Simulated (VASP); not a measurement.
Calculation: PBE GGA, VASP's PBE PAW potentials (set 64) (plane waves; VASP).

VASP ran on this input.

**POSCAR**
```
Cd
11.46480
  0.1325622776  -0.2296046159   0.0000000000
  0.1325622776   0.2296046159   0.0000000000
  0.0000000000   0.0000000000   0.5000000000
Cd
2
Cartesian
  0.1325622776   0.0765350250   0.1250000000
  0.1325622776  -0.0765350250   0.3750000000
```

KPOINTS:
```
Automatic mesh
0
gamma
  12 12 6
0 0 0
```

**INCAR**
```
GGA = PE   ! PBE
SYSTEM = Cd
ENCUT = 800   ! plane-wave cut-off (eV)
NELM = 100   ! most electronic steps
LCHARG = .FALSE.
EDIFF = 1E-6
LMAXMIX = 4   ! l cut-off of mixed one-centre charges
SIGMA = 0.1   ! width (eV)
LASPH = .TRUE.   ! aspherical one-centre terms
ISIF = 2
LWAVE = .FALSE.
PREC = Accurate
LREAL = .FALSE.   ! projection in real space or not
ALGO = Normal   ! blocked Davidson
ISMEAR = 1
```

POTCAR, in this order: Cd (PBE.64 set). Program: vasp_std.

Output of the run:

### OSZICAR
```
       N       E                     dE             d eps       ncg     rms          rms(c)
DAV:   1     0.205704305947E+03    0.20570E+03   -0.16696E+04  2432   0.208E+03
DAV:   2     0.274248126066E+01   -0.20296E+03   -0.19676E+03  2448   0.424E+02
DAV:   3    -0.157220225437E+01   -0.43147E+01   -0.43088E+01  3000   0.729E+01
DAV:   4    -0.157789625783E+01   -0.56940E-02   -0.56939E-02  2768   0.236E+00
DAV:   5    -0.157791263676E+01   -0.16379E-04   -0.16379E-04  3112   0.115E-01    0.386E+00
DAV:   6    -0.149269569457E+01    0.85217E-01   -0.26474E-01  2584   0.653E+00    0.315E+00
DAV:   7    -0.148997242353E+01    0.27233E-02   -0.26571E-02  2776   0.165E+00    0.159E+00
DAV:   8    -0.149071512678E+01   -0.74270E-03   -0.32608E-03  2696   0.809E-01    0.865E-02
DAV:   9    -0.149076953758E+01   -0.54411E-04   -0.31005E-05  3040   0.636E-02    0.310E-02
DAV:  10    -0.149080578478E+01   -0.36247E-04   -0.33870E-05  2688   0.695E-02    0.286E-03
DAV:  11    -0.149080567882E+01    0.10596E-06   -0.23656E-08  1872   0.169E-03
   1 F= -.14908057E+01 E0= -.14910378E+01  d E =0.696233E-03
```

**OUTCAR**
```
------------------------ aborting loop because EDIFF is reached ----------------------------------------
  FORCE on cell =-STRESS in cart. coord.  units (eV):
  Direction    XX          YY          ZZ          XY          YZ          ZX
  --------------------------------------------------------------------------------------
  Total       -0.2324702     -0.2324703      0.4746723      0.0000000      0.0000000      0.0000000
  in kB       -8.1204086     -8.1204098     16.5807598      0.0000000      0.0000000      0.0000000
  external PRESSURE =       0.1133138 kB  Pullay stress =       0.0000000 kB
  volume of cell :       45.87
      direct lattice vectors                 reciprocal lattice vectors
     1.519800000 -2.632371000  0.000000000     0.328990657 -0.189942831  0.000000000
     1.519800000  2.632371000  0.000000000     0.328990657  0.189942831  0.000000000
     0.000000000  0.000000000  5.732400000     0.000000000  0.000000000  0.174447003
 POSITION                                       TOTAL-FORCE (eV/Angst)
 -----------------------------------------------------------------------------------
      1.51980      0.87746      1.43310         0.000000     -0.000000      0.000000
      1.51980     -0.87746      4.29930        -0.000000      0.000000      0.000000
 -----------------------------------------------------------------------------------
    total drift:                                0.000013      0.000207      0.000002
  FREE ENERGIE OF THE ION-ELECTRON SYSTEM (eV)
  ---------------------------------------------------
  free  energy   TOTEN  =        -1.4908056788 eV

  energy  without entropy=       -1.4915019119  energy(sigma->0) =       -1.49103776
```
(Selected blocks of OUTCAR.)

The compound is Cd in the hcp structure. The cell was not relaxed at this level. The run is one of a series of settings (ENCUT = 800 against the base run), some of them coarse on purpose.
